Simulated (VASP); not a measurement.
Output of a VASP run:

OSZICAR:
```
       N       E                     dE             d eps       ncg     rms          rms(c)
DAV:   1     0.465947281860E+02    0.46595E+02   -0.64518E+03  1800   0.115E+03
DAV:   2    -0.112884893133E+02   -0.57883E+02   -0.54297E+02  1854   0.214E+02
DAV:   3    -0.127341263249E+02   -0.14456E+01   -0.14071E+01  1900   0.325E+01
DAV:   4    -0.127432418473E+02   -0.91155E-02   -0.90953E-02  1794   0.276E+00
DAV:   5    -0.127432992317E+02   -0.57384E-04   -0.57383E-04  1844   0.234E-01    0.170E+01
DAV:   6    -0.119285021178E+02    0.81480E+00   -0.11466E+01  1686   0.271E+01    0.106E+01
DAV:   7    -0.116427001103E+02    0.28580E+00   -0.12188E+00  1686   0.992E+00    0.614E+00
DAV:   8    -0.116277801111E+02    0.14920E-01   -0.76878E-02  1748   0.227E+00    0.780E-01
DAV:   9    -0.116215228867E+02    0.62572E-02   -0.19603E-02  1698   0.122E+00    0.174E-01
DAV:  10    -0.116212172238E+02    0.30566E-03   -0.18751E-03  1736   0.324E-01    0.193E-02
DAV:  11    -0.116212209085E+02   -0.36847E-05   -0.19924E-05  1762   0.481E-02    0.863E-03
DAV:  12    -0.116212202597E+02    0.64874E-06   -0.19671E-06  1420   0.107E-02
   1 F= -.11621220E+02 E0= -.11621110E+02  d E =-.116212E+02
```

OUTCAR:
```
------------------------ aborting loop because EDIFF is reached ----------------------------------------
  FORCE on cell =-STRESS in cart. coord.  units (eV):
  Direction    XX          YY          ZZ          XY          YZ          ZX
  --------------------------------------------------------------------------------------
  Total        0.0123632      0.0123632      0.0123632      0.0000000      0.0000000      0.0000000
  in kB        0.8952200      0.8952200      0.8952200      0.0000000      0.0000000      0.0000000
  external PRESSURE =       0.8952200 kB  Pullay stress =       0.0000000 kB
  volume of cell :       22.13
      direct lattice vectors                 reciprocal lattice vectors
     2.807393733  0.000000000  0.000000000     0.356202263  0.000000000  0.000000000
     0.000000000  2.807393733  0.000000000     0.000000000  0.356202263  0.000000000
     0.000000000  0.000000000  2.807393733     0.000000000  0.000000000  0.356202263
 POSITION                                       TOTAL-FORCE (eV/Angst)
 -----------------------------------------------------------------------------------
      0.00000      0.00000      0.00000         0.000000      0.000000      0.000000
      1.40370      1.40370      1.40370         0.000000      0.000000      0.000000
 -----------------------------------------------------------------------------------
    total drift:                                0.000000      0.000000      0.000000
  FREE ENERGIE OF THE ION-ELECTRON SYSTEM (eV)
  ---------------------------------------------------
  free  energy   TOTEN  =       -11.6212202597 eV

  energy  without entropy=      -11.6208892237  energy(sigma->0) =      -11.62110991

 reached required accuracy - stopping structural energy minimisation
```
(Selected blocks of OUTCAR.)

File POSCAR:
```
PtB
1
    2.8073937326     0.0000000000     0.0000000000
    0.0000000000     2.8073937326     0.0000000000
   -0.0000000000     0.0000000000     2.8073937326
Pt B
1 1
Direct
  0.0000000000   0.0000000000   0.0000000000
  0.5000000000   0.5000000000   0.5000000000
```

Question: Write an INCAR and KPOINTS that could have produced this output.

Answer: Several could match; the one computed here: the input of the run itself, PBE GGA, plane waves, VASP's PBE PAW potentials (set 64).

KPOINTS:
```
Automatic mesh
0
Gamma
  12 12 12
0 0 0
```

**INCAR**
```
GGA = PE   ! PBE
EDIFF = 1E-6   ! SCF stop (eV)
ENCUT = 520
NSW = 60
LWAVE = .FALSE.
NELM = 100   ! most electronic steps
LREAL = .FALSE.
LMAXMIX = 6
PREC = Accurate
LCHARG = .FALSE.
LASPH = .TRUE.   ! aspherical one-centre terms
EDIFFG = -0.01
ISIF = 3
ISMEAR = 1   ! Methfessel-Paxton
SIGMA = 0.1   ! width (eV)
ALGO = Normal
SYSTEM = PtB
IBRION = 2
```

POTCAR, in this order: Pt B (PBE.64 set). Program: vasp_std.

The structure was generated: PtB was put into the CsCl type type (Pm-3m), which need not be its known phase. It was relaxed first, which changed the volume by -5 %. The start is the result of an earlier pass. The electron count is odd and the run is not spin-polarised, which forces a metal.
